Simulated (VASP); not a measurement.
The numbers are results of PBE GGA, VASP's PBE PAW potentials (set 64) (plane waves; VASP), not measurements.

Input for VASP

File POSCAR:
```
MnS
1.0
  5.3244000000   2.6622000000   2.6622000000
  2.6622000000   5.3244000000   2.6622000000
  2.6622000000   2.6622000000   5.3244000000
Mn S
2 2
Direct
  0.0000000000   0.0000000000   0.0000000000
  0.5000000000   0.5000000000   0.5000000000
  0.2500000000   0.2500000000   0.2500000000
  0.7500000000   0.7500000000   0.7500000000
```

**INCAR**
```
PREC=Accurate
LCHARG=.FALSE.
ENCUT=400
KSPACING=0.5
SYSTEM=MnS
LORBIT=10
LMAXMIX=4
ISIF=2
LWAVE=.FALSE.
LASPH=.TRUE.
NELM=100   ! most electronic steps
ISMEAR=0
SIGMA=0.05   ! width (eV)
ISPIN=2
MAGMOM=5.0 -5.0 2*0.0
EDIFF=1E-6   ! SCF stop (eV)
GGA=PE
LREAL=.FALSE.
KGAMMA=.TRUE.
ALGO=Normal   ! blocked Davidson
```

POTCAR, in this order: Mn_pv S (PBE.64 set). Program: vasp_std.

Output

**OSZICAR**
```
       N       E                     dE             d eps       ncg     rms          rms(c)
DAV:   1     0.317533074178E+03    0.31753E+03   -0.18922E+04  1364   0.145E+03
DAV:   2     0.829614435597E+00   -0.31670E+03   -0.31282E+03  1224   0.422E+02
DAV:   3    -0.296143443228E+02   -0.30444E+02   -0.29842E+02  1744   0.118E+02
DAV:   4    -0.305048496104E+02   -0.89051E+00   -0.88993E+00  1455   0.197E+01
DAV:   5    -0.305224531395E+02   -0.17604E-01   -0.17601E-01  1506   0.328E+00    0.145E+01
DAV:   6    -0.279538751431E+02    0.25686E+01   -0.21142E+01  1647   0.412E+01    0.129E+01
DAV:   7    -0.282088330806E+02   -0.25496E+00   -0.16712E+00  1334   0.118E+01    0.767E+00
DAV:   8    -0.282131100060E+02   -0.42769E-02   -0.29120E-01  1583   0.564E+00    0.349E+00
DAV:   9    -0.282079427824E+02    0.51672E-02   -0.53630E-02  1559   0.244E+00    0.583E-01
DAV:  10    -0.282135045488E+02   -0.55618E-02   -0.46288E-03  1352   0.629E-01    0.256E-01
DAV:  11    -0.282138781706E+02   -0.37362E-03   -0.42664E-04  1548   0.174E-01    0.167E-01
DAV:  12    -0.282140417087E+02   -0.16354E-03   -0.23377E-04  1308   0.119E-01    0.594E-02
DAV:  13    -0.282140596531E+02   -0.17944E-04   -0.31872E-05  1344   0.570E-02    0.173E-02
DAV:  14    -0.282140592701E+02    0.38300E-06   -0.18524E-05  1420   0.229E-02    0.799E-03
DAV:  15    -0.282140596749E+02   -0.40486E-06   -0.28128E-06  1058   0.186E-02
   1 F= -.28214060E+02 E0= -.28214060E+02  d E =-.130892E-24  mag=    -0.0000
```

OUTCAR:
```
------------------------ aborting loop because EDIFF is reached ----------------------------------------
  FORCE on cell =-STRESS in cart. coord.  units (eV):
  Direction    XX          YY          ZZ          XY          YZ          ZX
  --------------------------------------------------------------------------------------
  Total       -3.4230113     -3.4230113     -3.4230113     -0.1296418     -0.1296418     -0.1296418
  in kB      -72.6669414    -72.6669414    -72.6669414     -2.7521588     -2.7521588     -2.7521588
  external PRESSURE =     -72.6669414 kB  Pullay stress =       0.0000000 kB
  volume of cell :       75.47
      direct lattice vectors                 reciprocal lattice vectors
     5.324400000  2.662200000  2.662200000     0.281721884 -0.093907295 -0.093907295
     2.662200000  5.324400000  2.662200000    -0.093907295  0.281721884 -0.093907295
     2.662200000  2.662200000  5.324400000    -0.093907295 -0.093907295  0.281721884
 POSITION                                       TOTAL-FORCE (eV/Angst)
 -----------------------------------------------------------------------------------
      0.00000      0.00000      0.00000         0.000000      0.000000      0.000000
      5.32440      5.32440      5.32440         0.000000     -0.000000     -0.000000
      2.66220      2.66220      2.66220        -0.000000      0.000000     -0.000000
      7.98660      7.98660      7.98660        -0.000000     -0.000000      0.000000
 -----------------------------------------------------------------------------------
    total drift:                                0.000000     -0.000000     -0.000000
  FREE ENERGIE OF THE ION-ELECTRON SYSTEM (eV)
  ---------------------------------------------------
  free  energy   TOTEN  =       -28.2140596749 eV

  energy  without entropy=      -28.2140596749  energy(sigma->0) =      -28.21405967

 total charge

# of ion       s       p       d       tot
------------------------------------------
    1        0.197   6.139   4.924  11.260
    2        0.197   6.139   4.924  11.260
    3        1.325   2.388   0.000   3.713
    4        1.325   2.388   0.000   3.713
--------------------------------------------------
tot          3.046  17.053   9.849  29.947

 magnetization (x)

# of ion       s       p       d       tot
------------------------------------------
    1        0.022   0.015   4.235   4.272
    2       -0.022  -0.015  -4.235  -4.272
    3        0.000   0.000   0.000   0.000
    4        0.000   0.000   0.000   0.000
--------------------------------------------------
tot          0.000   0.000   0.000   0.000
```
(Selected blocks of OUTCAR.)

OUTCAR:
```
 val. band max:        5.3867545303   @ k =   0.5000   0.5000   0.5000

 cond. band min:       6.4500323783   @ k =   0.5000   0.5000   0.0000


 Fermi energy:         5.7412315198

 spin component 1

 k-point     1 :       0.0000    0.0000    0.0000
  band No.  band energies     occupation
      1     -44.7395      1.00000
      2     -44.7314      1.00000
      3     -44.7314      1.00000
      4     -40.1462      1.00000
      5     -40.1462      1.00000
      6     -40.1382      1.00000
      7      -8.0569      1.00000
      8      -6.9050      1.00000
      9      -0.3694      1.00000
     10       1.7433      1.00000
     11       1.7433      1.00000
     12       2.8521      1.00000
     13       2.8521      1.00000
     14       3.0253      1.00000
     15       4.2610      1.00000
     16       4.2610      1.00000
     17       4.2659      1.00000
     18       4.3585      1.00000
     19       4.3585      1.00000
     20       6.8744      0.00000
     21       6.8744      0.00000
     22       6.9471      0.00000
     23       7.7287      0.00000

 k-point     2 :       0.2500   -0.0000   -0.0000
  band No.  band energies     occupation
      1     -44.7390      1.00000
      2     -44.7333      1.00000
      3     -44.7317      1.00000
      4     -40.1489      1.00000
      5     -40.1467      1.00000
      6     -40.1375      1.00000
      7      -7.5942      1.00000
      8      -6.7932      1.00000
      9       0.3268      1.00000
     10       1.3507      1.00000
     11       1.5495      1.00000
     12       1.8165      1.00000
     13       2.6334      1.00000
     14       2.6968      1.00000
     15       2.9574      1.00000
     16       3.5156      1.00000
     17       3.6890      1.00000
     18       4.6569      1.00000
     19       4.7508      1.00000
     20       6.6835      0.00000
     21       7.1025      0.00000
     22       7.2436      0.00000
     23       7.4981      0.00000
...
```

The compound is MnS in the rock salt, AFM-II order structure. The cell was not relaxed at this level. The run is one of a series of settings (KGAMMA = .TRUE., KSPACING = 0.5, KPOINTS file removed against the base run), some of them coarse on purpose.
